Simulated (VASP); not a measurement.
Level of theory: optB88-vdW, VASP's PBE PAW potentials (set 64) (plane waves; VASP).

The input files of a VASP run:

POSCAR:
```
CeO2
1
    0.0000000000     2.7301582064     2.7301582064
    2.7301582064     0.0000000000     2.7301582064
    2.7301582064     2.7301582064     0.0000000000
Ce O
1 2
Direct
  0.0000000000   0.0000000000   0.0000000000
  0.2500000000   0.2500000000   0.2500000000
  0.7500000000   0.7500000000   0.7500000000
```

### KPOINTS
```
k-points along high-symmetry lines
15
Line-mode
Reciprocal
  0.000000   0.000000   0.000000 ! GAMMA
  0.500000   0.000000   0.500000 ! X

  0.500000   0.000000   0.500000 ! X
  0.625000   0.250000   0.625000 ! U

  0.375000   0.375000   0.750000 ! K
  0.000000   0.000000   0.000000 ! GAMMA

  0.000000   0.000000   0.000000 ! GAMMA
  0.500000   0.500000   0.500000 ! L

  0.500000   0.500000   0.500000 ! L
  0.500000   0.250000   0.750000 ! W

  0.500000   0.250000   0.750000 ! W
  0.500000   0.000000   0.500000 ! X
```

**INCAR**
```
AGGAC = 0.0
ALGO = Normal
EDIFF = 1E-7
ENCUT = 520
GGA = BO
ICHARG = 11
ISMEAR = 0
LASPH = .TRUE.
LCHARG = .FALSE.
LMAXMIX = 6
LORBIT = 11
LREAL = .FALSE.
LUSE_VDW = .TRUE.
LWAVE = .FALSE.
NELM = 100
PARAM1 = 0.1833333333
PARAM2 = 0.22
PREC = Accurate
SIGMA = 0.05
SYSTEM = CeO2
```

POTCAR, in this order: Ce O (PBE.64 set). Program: vasp_std. Read from the step before: CHGCAR.

Output

File OUTCAR:
```
 ion  position               nearest neighbor table
   1  0.000  0.000  0.000-   3 2.36   3 2.36   2 2.36   2 2.36   3 2.36   2 2.36   3 2.36   2 2.36
  LATTYP: Found a face centered cubic cell.
 ALAT       =     5.4603164128
 Subroutine PRICEL returns:
 Original cell was already a primitive cell.
 Subroutine GETGRP returns: Found 48 space group operations
The static configuration has the point symmetry O_h .
The dynamic configuration has the point symmetry O_h .
 Subroutine INISYM returns: Found 48 space group operations
   k-points           NKPTS =     90   k-points in BZ     NKDIM =     90   number of bands    NBANDS=     16
   number of dos      NEDOS =    301   number of ions     NIONS =      3
   total plane-waves  NPLWV =  27000
   dimension x,y,z NGX =    30 NGY =   30 NGZ =   30
   dimension x,y,z NGXF=    60 NGYF=   60 NGZF=   60
   ions per type =               1   2
   PREC   = accura    normal or accurate (medium, high low for compatibility)
   ISTART =      0    job   : 0-new  1-cont  2-samecut
   ICHARG =     11    charge: 1-file 2-atom 10-const
   ISPIN  =      1    spin polarized calculation?
   LNONCOLLINEAR =      F non collinear calculations
   LSORBIT =      F    spin-orbit coupling
   INIWAV =      1    electr: 0-lowe 1-rand  2-diag
   ENCUT  =  520.0 eV  38.22 Ry    6.18 a.u.   7.18  7.18  7.18*2*pi/ulx,y,z
   NELM   =    100;   NELMIN=  2; NELMDL= -5     # of ELM steps
   EDIFF  = 0.1E-06   stopping-criterion for ELM
   LREAL  =      F    real-space projection
   NLSPLINE    = F    spline interpolate recip. space projectors
   LMAXMIX     =    6 max onsite mixed and CHGCAR
   VOSKOWN=      0    Vosko Wilk Nusair interpolation
   EDIFFG = 0.1E-05   stopping-criterion for IOM
   NSW    =      0    number of steps for IOM
   NBLOCK =      1;   KBLOCK =      1    inner block; outer block
   IBRION =     -1    ionic relax: 0-MD 1-quasi-New 2-CG
   NFREE  =      0    steps in history (QN), initial steepest desc. (CG)
   ISIF   =      2    stress and relaxation
   ISYM   =      2    0-nonsym 1-usesym 2-fastsym
   TEIN   =    0.0    initial temperature
   TEBEG  =    0.0;   TEEND  =   0.0 temperature during run
   SMASS  =  -3.00    Nose mass-parameter (am)
...
```

File OSZICAR:
```
       N       E                     dE             d eps       ncg     rms          rms(c)
DAV:   1     0.189766971921E+03    0.18977E+03   -0.11974E+04  2896   0.206E+03
DAV:   2     0.106701824963E+02   -0.17910E+03   -0.17328E+03  3992   0.289E+02
DAV:   3    -0.188660998519E+02   -0.29536E+02   -0.28578E+02  4128   0.135E+02
DAV:   4    -0.205486753183E+02   -0.16826E+01   -0.14998E+01  4040   0.293E+01
DAV:   5    -0.206419314768E+02   -0.93256E-01   -0.93252E-01  4592   0.664E+00
DAV:   6    -0.206474577961E+02   -0.55263E-02   -0.55262E-02  4480   0.134E+00
DAV:   7    -0.206476588543E+02   -0.20106E-03   -0.20106E-03  4640   0.282E-01
DAV:   8    -0.206476687267E+02   -0.98723E-05   -0.98723E-05  4688   0.649E-02
DAV:   9    -0.206476696037E+02   -0.87699E-06   -0.87697E-06  4736   0.164E-02
DAV:  10    -0.206476696782E+02   -0.74536E-07   -0.74554E-07  4152   0.442E-03
   1 F= -.20647670E+02 E0= -.20647670E+02  d E =-.140830E-10
```

File OUTCAR:
```
 val. band max:        4.8656260591   @ k =   0.2679   0.2679   0.5357

 cond. band min:       6.6885918140   @ k =   0.5000   0.5000   0.5000



 k-point     1 :       0.0000    0.0000    0.0000
  band No.  band energies     occupation
      1     -27.5895      2.00000
      2     -11.3182      2.00000
      3     -10.3603      2.00000
      4      -9.7233      2.00000
      5      -9.7233      2.00000
      6      -9.7233      2.00000
      7       1.1987      2.00000
      8       1.1987      2.00000
      9       1.1987      2.00000
     10       4.2740      2.00000
     11       4.2740      2.00000
     12       4.2740      2.00000
     13       7.0095      0.00000
     14       7.0095      0.00000
     15       7.0095      0.00000
     16       7.2109      0.00000

 k-point     2 :       0.0357    0.0000    0.0357
  band No.  band energies     occupation
      1     -27.5867      2.00000
      2     -11.3929      2.00000
      3     -10.3704      2.00000
      4      -9.7307      2.00000
      5      -9.7307      2.00000
      6      -9.6420      2.00000
      7       1.2183      2.00000
      8       1.2183      2.00000
      9       1.2333      2.00000
     10       4.2245      2.00000
     11       4.2842      2.00000
     12       4.2842      2.00000
     13       7.0054      0.00000
     14       7.0104      0.00000
     15       7.0104      0.00000
     16       7.2132      0.00000

 k-point     3 :       0.0714    0.0000    0.0714
  band No.  band energies     occupation
      1     -27.5780      2.00000
      2     -11.5810      2.00000
      3     -10.4002      2.00000
      4      -9.7525      2.00000
      5      -9.7525      2.00000
      6      -9.4338      2.00000
      7       1.2766      2.00000
      8       1.2766      2.00000
      9       1.3358      2.00000
     10       4.0800      2.00000
     11       4.3137      2.00000
     12       4.3137      2.00000
     13       6.9936      0.00000
     14       7.0131      0.00000
...
```

The density is held fixed in this step, so its total energy and stress have no physical meaning.

The compound is CeO2 in the fluorite structure. It was relaxed first. The run is not spin-polarised, so no magnetic state was tried.
